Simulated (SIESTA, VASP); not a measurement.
The input files of a VASP run:

File KPOINTS:
```
kpoints
0
Gamma
  6 6 6
0 0 0
```

INCAR:
```
# general
SYSTEM=NaF
PREC  =Accurate
ENCUT =400
LREAL =.FALSE.
LASPH =.TRUE.

# electronic loop
EDIFF =1E-6
NELM  =100
ALGO  =Normal

# smearing
ISMEAR=-1
SIGMA =0.05

# functional
GGA   =PE

# ions
ISIF  =2

# output
LWAVE =.FALSE.
LCHARG=.FALSE.
```

**POSCAR**
```
NaF
1
    0.0000000000     2.3150000000     2.3150000000
    2.3150000000     0.0000000000     2.3150000000
    2.3150000000     2.3150000000     0.0000000000
Na F
1 1
Direct
  0.0000000000   0.0000000000   0.0000000000
  0.5000000000   0.5000000000   0.5000000000
```

POTCAR, in this order: Na_pv F (PBE.64 set). Program: vasp_std.

**Question.** Write an input for SIESTA that does the same calculation.

**Answer.** One input that does it (GGA PBE, numerical atomic orbitals DZP, PseudoDojo PBE standard norm-conserving potentials (rewritten from UPF to PSML)):
```
# files in the folder: Na.psml F.psml (PseudoDojo PBE standard)
SystemName  NaF
SystemLabel naf

NumberOfAtoms                2
NumberOfSpecies              2
%block ChemicalSpeciesLabel
  1 11 Na
  2 9 F
%endblock ChemicalSpeciesLabel
LatticeConstant              1.0 Ang
%block LatticeVectors
     0.000000000    2.315000000    2.315000000
     2.315000000    0.000000000    2.315000000
     2.315000000    2.315000000    0.000000000
%endblock LatticeVectors
AtomicCoordinatesFormat      Ang
%block AtomicCoordinatesAndAtomicSpecies
     0.000000000    0.000000000    0.000000000  1
     2.315000000    2.315000000    2.315000000  2
%endblock AtomicCoordinatesAndAtomicSpecies

XC.functional                GGA
XC.authors                   PBE
PAO.BasisSize                DZP
PAO.EnergyShift              0.01 Ry
MeshCutoff                   300 Ry
%block kgrid.MonkhorstPack
    6   0   0  0.0
    0   6   0  0.0
    0   0   6  0.0
%endblock kgrid.MonkhorstPack
OccupationFunction           FD
ElectronicTemperature        580.23 K

MaxSCFIterations             150
SCF.Mixer.Method             Pulay
SCF.Mixer.Weight             0.2
SCF.Mixer.History            6
SCF.DM.Tolerance             1.0E-04
Diag.ParallelOverK           true
WriteForces                  true
```
Both inputs were run and reached self-consistency, which says nothing on mesh or cut-off. Potentials, basis and cut-offs are each code's own, so they don't translate, and total energies aren't comparable.

The structure is a typed NaF crystal (Fm-3m). The cell was not relaxed at this level, and it may have been scaled.
